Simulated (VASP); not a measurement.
OSZICAR of a VASP run on SnSe2 (1T layered):

OSZICAR:
```
       N       E                     dE             d eps       ncg     rms          rms(c)
DAV:   1     0.192746958065E+03    0.19275E+03   -0.12509E+04  1198   0.174E+03
DAV:   2     0.908220549689E+01   -0.18366E+03   -0.18127E+03  1304   0.395E+02
DAV:   3    -0.113484178165E+02   -0.20431E+02   -0.20081E+02  1517   0.120E+02
DAV:   4    -0.120392683842E+02   -0.69085E+00   -0.68985E+00  1452   0.225E+01
DAV:   5    -0.120552690778E+02   -0.16001E-01   -0.15999E-01  1812   0.354E+00    0.489E+00
DAV:   6    -0.118187812067E+02    0.23649E+00   -0.61795E-01  1737   0.849E+00    0.317E+00
DAV:   7    -0.118049640865E+02    0.13817E-01   -0.14807E-01  1442   0.267E+00    0.103E+00
DAV:   8    -0.118051992837E+02   -0.23520E-03   -0.11552E-02  1405   0.108E+00    0.272E-01
DAV:   9    -0.118056984851E+02   -0.49920E-03   -0.14445E-03  1457   0.309E-01    0.817E-02
DAV:  10    -0.118057056300E+02   -0.71449E-05   -0.12123E-04  1644   0.852E-02    0.312E-02
DAV:  11    -0.118057360132E+02   -0.30383E-04   -0.52834E-05  1364   0.452E-02    0.952E-03
DAV:  12    -0.118057358196E+02    0.19359E-06   -0.23416E-06  1634   0.132E-02    0.658E-03
DAV:  13    -0.118057363111E+02   -0.49156E-06   -0.20085E-06  1334   0.802E-03    0.169E-03
DAV:  14    -0.118057364059E+02   -0.94811E-07   -0.70319E-08  1154   0.172E-03
   1 F= -.12896907E+02 E0= -.12896907E+02  d E =0.000000E+00
```

Problem. Which electronic solver shows in the log?

Solution. It is blocked Davidson (ALGO = Normal, or the opening steps of other solvers). The INCAR had ALGO = Normal.

Problem. Can the final energy be trusted as converged?

Solution. The calculation finished and met its thresholds. It stopped with EDIFF = 1E-7, NELM = 100 (PBE GGA with D3 dispersion (Becke-Johnson damping), plane waves, VASP's PBE PAW potentials (set 64)).

The compound is SnSe2 in the 1T layered structure. It was relaxed first.
